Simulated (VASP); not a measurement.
Output of a VASP run:

**OUTCAR**
```
 ion  position               nearest neighbor table
   1  0.000  0.000  0.000-   2 3.01   2 3.01   2 3.01   2 3.01   2 3.01   2 3.01
   2  0.500  0.500  0.500-   1 3.01   1 3.01   1 3.01   1 3.01   1 3.01   1 3.01
  LATTYP: Found a face centered cubic cell.
 ALAT       =     6.0288340000
 Subroutine PRICEL returns:
 Original cell was already a primitive cell.
 Subroutine GETGRP returns: Found 48 space group operations
The static configuration has the point symmetry O_h .
The dynamic configuration has the point symmetry O_h .
 Subroutine INISYM returns: Found 48 space group operations
 Subroutine IBZKPT returns following result:
 Found     20 irreducible k-points:

 Following reciprocal coordinates:
            Coordinates               Weight
  0.000000  0.000000  0.000000      1.000000
  0.142857  0.000000  0.000000      8.000000
  0.285714  0.000000  0.000000      8.000000
  0.428571  0.000000  0.000000      8.000000
  0.142857  0.142857  0.000000      6.000000
  0.285714  0.142857  0.000000     24.000000
  0.428571  0.142857  0.000000     24.000000
 -0.428571  0.142857  0.000000     24.000000
 -0.285714  0.142857  0.000000     24.000000
 -0.142857  0.142857  0.000000     12.000000
  0.285714  0.285714  0.000000      6.000000
  0.428571  0.285714  0.000000     24.000000
 -0.428571  0.285714  0.000000     24.000000
 -0.285714  0.285714  0.000000     12.000000
  0.428571  0.428571  0.000000      6.000000
 -0.428571  0.428571  0.000000     12.000000
  0.428571  0.285714  0.142857     24.000000
 -0.428571  0.285714  0.142857     48.000000
 -0.428571  0.428571  0.142857     24.000000
 -0.285714  0.428571  0.142857     24.000000
   k-points           NKPTS =     20   k-points in BZ     NKDIM =     20   number of bands    NBANDS=     14
   number of dos      NEDOS =    301   number of ions     NIONS =      2
   total plane-waves  NPLWV =  13824
   dimension x,y,z NGX =    24 NGY =   24 NGZ =   24
   dimension x,y,z NGXF=    48 NGYF=   48 NGZF=   48
   ions per type =               1   1
   PREC   = accura    normal or accurate (medium, high low for compatibility)
   ISTART =      0    job   : 0-new  1-cont  2-samecut
   ICHARG =      2    charge: 1-file 2-atom 10-const
   ISPIN  =      1    spin polarized calculation?
   LNONCOLLINEAR =      F non collinear calculations
   LSORBIT =      F    spin-orbit coupling
   INIWAV =      1    electr: 0-lowe 1-rand  2-diag
   ENCUT  =  275.0 eV  20.21 Ry    4.50 a.u.   5.76  5.76  5.76*2*pi/ulx,y,z
   NELM   =    100;   NELMIN=  2; NELMDL= -5     # of ELM steps
   EDIFF  = 0.1E-05   stopping-criterion for ELM
   LREAL  =      F    real-space projection
   NLSPLINE    = F    spline interpolate recip. space projectors
   LMAXMIX     =    6 max onsite mixed and CHGCAR
   VOSKOWN=      0    Vosko Wilk Nusair interpolation
   EDIFFG = 0.1E-04   stopping-criterion for IOM
   NSW    =      0    number of steps for IOM
   NBLOCK =      1;   KBLOCK =      1    inner block; outer block
   IBRION =     -1    ionic relax: 0-MD 1-quasi-New 2-CG
   NFREE  =      0    steps in history (QN), initial steepest desc. (CG)
   ISIF   =      2    stress and relaxation
   ISYM   =      2    0-nonsym 1-usesym 2-fastsym
   TEIN   =    0.0    initial temperature
   TEBEG  =    0.0;   TEEND  =   0.0 temperature during run
   SMASS  =  -3.00    Nose mass-parameter (am)
   PSTRESS=    0.0 pullay stress
   NELECT =      20.0000    total number of electrons
   EFERMI =   0.00;   METHOD = LEGACY
   ISMEAR =     0;   SIGMA  =   0.05  broadening in eV -4-tet -1-fermi 0-gaus
   IALGO  =     38    algorithm
   LDIAG  =      T    sub-space diagonalisation (order eigenvalues)
   IMIX   =      4    mixing-type and parameters
     AMIX     =   0.40;   BMIX     =  1.00
     AMIX_MAG =   1.60;   BMIX_MAG =  1.00
     AMIN     =   0.10
   GGA     = PE    functional components
   VOSKOWN =     0    Vosko Wilk Nusair interpolation
   LHFCALC =     F    Hartree Fock is set to
   LHFONE  =     F    Hartree Fock one center treatment
...
```

File OSZICAR:
```
       N       E                     dE             d eps       ncg     rms          rms(c)
DAV:   1     0.755885235774E+02    0.75589E+02   -0.87160E+03   680   0.834E+02
DAV:   2    -0.104332269144E+02   -0.86022E+02   -0.84955E+02   680   0.237E+02
DAV:   3    -0.129755411061E+02   -0.25423E+01   -0.24059E+01   692   0.389E+01
DAV:   4    -0.130094162917E+02   -0.33875E-01   -0.33847E-01   602   0.500E+00
DAV:   5    -0.130100036690E+02   -0.58738E-03   -0.58736E-03   674   0.673E-01    0.931E+00
DAV:   6    -0.124222168298E+02    0.58779E+00   -0.38619E+00   608   0.128E+01    0.293E+00
DAV:   7    -0.123788970052E+02    0.43320E-01   -0.25341E-01   584   0.319E+00    0.196E+00
DAV:   8    -0.123701706954E+02    0.87263E-02   -0.46324E-02   668   0.134E+00    0.499E-01
DAV:   9    -0.123702508590E+02   -0.80164E-04   -0.78792E-04   726   0.224E-01    0.325E-01
DAV:  10    -0.123702571568E+02   -0.62978E-05   -0.59082E-04   632   0.235E-01    0.472E-02
DAV:  11    -0.123702551792E+02    0.19776E-05   -0.41735E-05   608   0.549E-02    0.115E-02
DAV:  12    -0.123702530611E+02    0.21181E-05   -0.21825E-06   430   0.107E-02    0.121E-03
DAV:  13    -0.123702528444E+02    0.21671E-06   -0.15497E-07   298   0.397E-03
   1 F= -.12370253E+02 E0= -.12365331E+02  d E =-.984330E-02
```

OUTCAR:
```
------------------------ aborting loop because EDIFF is reached ----------------------------------------
  FORCE on cell =-STRESS in cart. coord.  units (eV):
  Direction    XX          YY          ZZ          XY          YZ          ZX
  --------------------------------------------------------------------------------------
  Total       -5.4431333     -5.4431333     -5.4431333     -0.0000000      0.0000000     -0.0000000
  in kB     -159.1913870   -159.1913870   -159.1913870     -0.0000000      0.0000000     -0.0000000
  external PRESSURE =    -159.1913870 kB  Pullay stress =       0.0000000 kB
  volume of cell :       54.78
      direct lattice vectors                 reciprocal lattice vectors
     0.000000000  3.014417000  3.014417000    -0.165869553  0.165869553  0.165869553
     3.014417000  0.000000000  3.014417000     0.165869553 -0.165869553  0.165869553
     3.014417000  3.014417000  0.000000000     0.165869553  0.165869553 -0.165869553
 POSITION                                       TOTAL-FORCE (eV/Angst)
 -----------------------------------------------------------------------------------
      0.00000      0.00000      0.00000        -0.000000      0.000000      0.000000
      3.01442      3.01442      3.01442         0.000000     -0.000000     -0.000000
 -----------------------------------------------------------------------------------
    total drift:                               -0.000000     -0.000000      0.000000
  FREE ENERGIE OF THE ION-ELECTRON SYSTEM (eV)
  ---------------------------------------------------
  free  energy   TOTEN  =       -12.3702528444 eV

  energy  without entropy=      -12.3604095492  energy(sigma->0) =      -12.36533120
```
(Selected blocks of OUTCAR.)

**POSCAR**
```
TeW
1
    0.0000000000     3.0144170000     3.0144170000
    3.0144170000     0.0000000000     3.0144170000
    3.0144170000     3.0144170000     0.0000000000
Te W
1 1
Direct
  0.0000000000   0.0000000000   0.0000000000
  0.5000000000   0.5000000000   0.5000000000
```

**Question.** Write an INCAR and KPOINTS that could have produced this output.

**Answer.** Several could match; the one computed here: the input of the run itself, PBE GGA, plane waves, VASP's PBE PAW potentials (set 64).

KPOINTS:
```
Automatic mesh
0
Gamma
7 7 7
0 0 0
```

**INCAR**
```
# general
SYSTEM   =  TeW
PREC     =  Accurate
ENCUT    =  275   # plane-wave cut-off (eV)
LREAL    =  F   # projection in real space or not
LASPH    =  T   # aspherical one-centre terms

# electronic loop
EDIFF    =  1E-6   # SCF stop (eV)
NELM     =  100
ALGO     =  Normal   # blocked Davidson
LMAXMIX  =  6   # l cut-off of mixed one-centre charges

# smearing
ISMEAR   =  0   # Gaussian
SIGMA    =  0.05

# functional
GGA      =  PE   # PBE

# ions
ISIF     =  2   # forces and stress, cell fixed

# output
LWAVE    =  F
LCHARG   =  F
```

POTCAR, in this order: Te W_sv (PBE.64 set). Program: vasp_std.

At this cut-off the stress carries a Pulay error, which pulls relaxed volumes low.

The structure was generated: TeW was put into the rocksalt type (Fm-3m), which need not be its known phase. The cell was not relaxed at this level. The run is one of a series of settings (ENCUT = 275 against the base run), some of them coarse on purpose.
